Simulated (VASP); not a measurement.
An input for Ansatz (written as the equivalent of a VASP run, and not itself run):

Ansatz 0.2 input:
```yaml
crystal:
  lattice:
    - [1.2337668, -2.1369463, 0.0000000]
    - [1.2337668, 2.1369463, 0.0000000]
    - [0.0000000, 0.0000000, 7.5868178]
  atoms:
    - { symbol: C, position: [0.0000000, 1.0000000, 0.2500000] }
    - { symbol: C, position: [1.0000000, 0.0000000, 0.7500000] }
    - { symbol: C, position: [0.3333330, 0.6666670, 0.2500000] }
    - { symbol: C, position: [0.6666670, 0.3333330, 0.7500000] }
kpoints:
  mp_grid: { grid: [9, 9, 3] }
hamiltonian:
  xc: pbe
  pseudopotentials: { kind: paw }
scf:
  occupations: { method: gaussian, width: 0.05 }
  max_iter: 100
relax:
  max_steps: 60
  f_tol: 0.02
  cell: {}
output: { forces: true, stress: true, eigenvalues: true }
```

### Question
Translate this input to VASP (INCAR, KPOINTS, POSCAR, choice of POTCAR).

### Answer
This is not unique; one that fits is 
### KPOINTS
```
Automatic mesh
0
G
9 9 3
0 0 0
```

**INCAR**
```
EDIFF = 1E-6   ! SCF stop (eV)
PREC = Accurate
SIGMA = 0.05   ! width (eV)
NSW = 60   ! most ionic steps
EDIFFG = -0.02   ! ionic stop
LREAL = F
ISIF = 3
GGA = PE
SYSTEM = C
LWAVE = F
IBRION = 2
LASPH = T
LCHARG = F
ALGO = Normal
ENCUT = 520
ISMEAR = 0   ! Gaussian
NELM = 100   ! most electronic steps
```

### POSCAR
```
C
1.0
  1.2337668356  -2.1369463464   0.0000000000
  1.2337668356   2.1369463464   0.0000000000
  0.0000000000   0.0000000000   7.5868177995
C
4
Cart
  1.2337668356   2.1369463464   1.8967044499
  1.2337668356  -2.1369463464   5.6901133496
  1.2337668356   0.7123168734   1.8967044499
  1.2337668356  -0.7123168734   5.6901133496
```

POTCAR, in this order: C (PBE.64 set). Program: vasp_std.

Limits of the translation: each code has its own PAW files, so the cut-off isn't converted (ENCUT is set for VASP's; basis.ecutwfc is left out, and Ansatz then takes the one that its files recommend); Ansatz stops its SCF on the density residual and VASP on the energy change (EDIFF).

The compound is C in the graphite structure. This run relaxes it. Symmetry was kept, so distortions that lower it aren't found. The k-mesh is coarse (spacing up to 0.33 per Å, 2π included), so the numbers may not be converged in it. The start is the result of an earlier pass.
